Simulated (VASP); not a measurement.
Method: PBE GGA with D3 dispersion (Becke-Johnson damping), VASP's PBE PAW potentials (set 64) (plane waves; VASP).

VASP ran on this input.

**INCAR**
```
ALGO = Normal
EDIFF = 1E-7
ENCUT = 520
GGA = PE
ICHARG = 11
ISMEAR = 0
ISPIN = 2
IVDW = 12
LASPH = T
LCHARG = F
LMAXMIX = 4
LORBIT = 11
LREAL = F
LWAVE = F
MAGMOM = 1.3 -1.3 2*0.0
NELM = 100
PREC = Accurate
SIGMA = 0.05
SYSTEM = NiO
```

File POSCAR:
```
NiO
4.1672720
  0.9999999442   0.4996385937   0.4996385937
  0.4996385937   0.9999999442   0.4996385937
  0.4996385937   0.4996385937   0.9999999442
Ni O
2 2
Cart
  0.0000000000   0.0000000000   0.0000000000
  0.9996385658   0.9996385658   0.9996385658
  0.4998192829   0.4998192829   0.4998192829
  1.4994578488   1.4994578488   1.4994578488
```

File KPOINTS:
```
k-points along high-symmetry lines
12
Line-mode
Reciprocal
  0.000000   0.000000   0.000000 ! GAMMA
  0.500000   0.500000   0.500000 ! T

  0.500000   0.500000   0.500000 ! T
  0.812500   0.187500   0.500000 ! H_2

  0.500000  -0.187500   0.187500 ! H_0
  0.500000  -0.000000  -0.000000 ! L

  0.500000  -0.000000  -0.000000 ! L
  0.000000   0.000000   0.000000 ! GAMMA

  0.000000   0.000000   0.000000 ! GAMMA
  0.343750  -0.343750   0.000000 ! S_0

  0.656250   0.000000   0.343750 ! S_2
  0.500000   0.000000   0.500000 ! F

  0.500000   0.000000   0.500000 ! F
  0.000000   0.000000   0.000000 ! GAMMA
```

POTCAR, in this order: Ni O (PBE.64 set). Program: vasp_std. Read from the step before: CHGCAR.

Output

### OUTCAR
```
 ion  position               nearest neighbor table
   1  0.000  0.000  0.000-   4 2.08   4 2.08   4 2.08   3 2.08   3 2.08   3 2.08   2 2.95   2 2.95
                             2 2.95   2 2.95   2 2.95   2 2.95
   2  0.500  0.500  0.500-   3 2.08   3 2.08   3 2.08   4 2.08   4 2.08   4 2.08   1 2.95   1 2.95
                             1 2.95   1 2.95   1 2.95   1 2.95
   3  0.250  0.250  0.250-   1 2.08   1 2.08   1 2.08   2 2.08   2 2.08   2 2.08
   4  0.750  0.750  0.750-   2 2.08   2 2.08   2 2.08   1 2.08   1 2.08   1 2.08
  LATTYP: Found a trigonal (rhomboedric) cell.
 ALAT       =     5.1026154085
 COS(alpha) =     0.8330118952
 Subroutine PRICEL returns following result:
  LATTYP: Found a trigonal (rhomboedric) cell.
 ALAT       =     2.9467065107
 COS(alpha) =     0.4992771128
 Subroutine GETGRP returns: Found 12 space group operations
The static configuration has the point symmetry D_3d.
The dynamic configuration has the point symmetry D_3d.
The overall configuration has the point symmetry D_3d.
 Subroutine INISYM returns: Found 12 space group operations
   k-points           NKPTS =     84   k-points in BZ     NKDIM =     84   number of bands    NBANDS=     20
   number of dos      NEDOS =    301   number of ions     NIONS =      4
   total plane-waves  NPLWV =  64000
   dimension x,y,z NGX =    40 NGY =   40 NGZ =   40
   dimension x,y,z NGXF=    80 NGYF=   80 NGZF=   80
   ions per type =               2   2
   PREC   = accura    normal or accurate (medium, high low for compatibility)
   ISTART =      0    job   : 0-new  1-cont  2-samecut
   ICHARG =     11    charge: 1-file 2-atom 10-const
   ISPIN  =      2    spin polarized calculation?
   LNONCOLLINEAR =      F non collinear calculations
   LSORBIT =      F    spin-orbit coupling
   INIWAV =      1    electr: 0-lowe 1-rand  2-diag
   ENCUT  =  520.0 eV  38.22 Ry    6.18 a.u.   9.49  9.49  9.49*2*pi/ulx,y,z
   NELM   =    100;   NELMIN=  2; NELMDL= -5     # of ELM steps
   EDIFF  = 0.1E-06   stopping-criterion for ELM
   LREAL  =      F    real-space projection
   NLSPLINE    = F    spline interpolate recip. space projectors
   LMAXMIX     =    4 max onsite mixed and CHGCAR
   VOSKOWN=      0    Vosko Wilk Nusair interpolation
   EDIFFG = 0.1E-05   stopping-criterion for IOM
...
```

File OSZICAR:
```
       N       E                     dE             d eps       ncg     rms          rms(c)
DAV:   1     0.235101379129E+03    0.23510E+03   -0.16183E+04  6832   0.217E+03
DAV:   2     0.158416891667E+01   -0.23352E+03   -0.22051E+03  7092   0.407E+02
DAV:   3    -0.218936771722E+02   -0.23478E+02   -0.22163E+02  7476   0.142E+02
DAV:   4    -0.226034224839E+02   -0.70975E+00   -0.70545E+00  7456   0.253E+01
DAV:   5    -0.226223453525E+02   -0.18923E-01   -0.18917E-01  8300   0.398E+00
DAV:   6    -0.226230923844E+02   -0.74703E-03   -0.74700E-03  8212   0.716E-01
DAV:   7    -0.226231298245E+02   -0.37440E-04   -0.37440E-04  9224   0.136E-01
DAV:   8    -0.226231307375E+02   -0.91304E-06   -0.91304E-06  7392   0.157E-02
DAV:   9    -0.226231307611E+02   -0.23622E-07   -0.23605E-07  4904   0.209E-03
   1 F= -.23689999E+02 E0= -.23689999E+02  d E =-.102463E-18  mag=     0.0000
```

**OUTCAR**
```



 magnetization (x)

# of ion       s       p       d       tot
------------------------------------------
    1       -0.005  -0.013   1.294   1.275
    2        0.005   0.013  -1.294  -1.275
    3        0.000   0.000   0.000   0.000
    4        0.000   0.000   0.000   0.000
--------------------------------------------------
tot          0.000  -0.000  -0.000  -0.000
```
(Selected blocks of OUTCAR.)

File OUTCAR:
```
 val. band max:        7.4225105757   @ k =   0.2273   0.0000   0.2273

 cond. band min:       8.6369797598   @ k =   0.2500  -0.2500   0.0000



 spin component 1

 k-point     1 :       0.0000    0.0000    0.0000
  band No.  band energies     occupation
      1     -12.2845      1.00000
      2     -10.8721      1.00000
      3      -0.1311      1.00000
      4       2.4659      1.00000
      5       2.4660      1.00000
      6       5.1358      1.00000
      7       5.1358      1.00000
      8       5.1505      1.00000
      9       5.5820      1.00000
     10       5.5821      1.00000
     11       5.6744      1.00000
     12       5.9110      1.00000
     13       5.9110      1.00000
     14       6.8419      1.00000
     15       6.8421      1.00000
     16       7.1242      1.00000
     17       9.5151      0.00000
     18       9.5154      0.00000
     19       9.6988      0.00000
     20      13.6550      0.00000

 k-point     2 :       0.0455    0.0455    0.0455
  band No.  band energies     occupation
      1     -12.2784      1.00000
      2     -10.8808      1.00000
      3      -0.1110      1.00000
      4       2.4722      1.00000
      5       2.4723      1.00000
      6       5.0745      1.00000
      7       5.0826      1.00000
      8       5.0826      1.00000
      9       5.5843      1.00000
     10       5.5843      1.00000
     11       5.7101      1.00000
     12       5.9640      1.00000
     13       5.9640      1.00000
     14       6.8403      1.00000
     15       6.8405      1.00000
     16       7.1180      1.00000
     17       9.5068      0.00000
     18       9.5071      0.00000
     19       9.7401      0.00000
     20      13.6532      0.00000

 k-point     3 :       0.0909    0.0909    0.0909
  band No.  band energies     occupation
      1     -12.2603      1.00000
      2     -10.9068      1.00000
      3      -0.0511      1.00000
      4       2.4912      1.00000
...
```

The density is held fixed in this step, so its total energy and stress have no physical meaning.

The compound is NiO in the rock salt, AFM-II order structure. It was relaxed first.
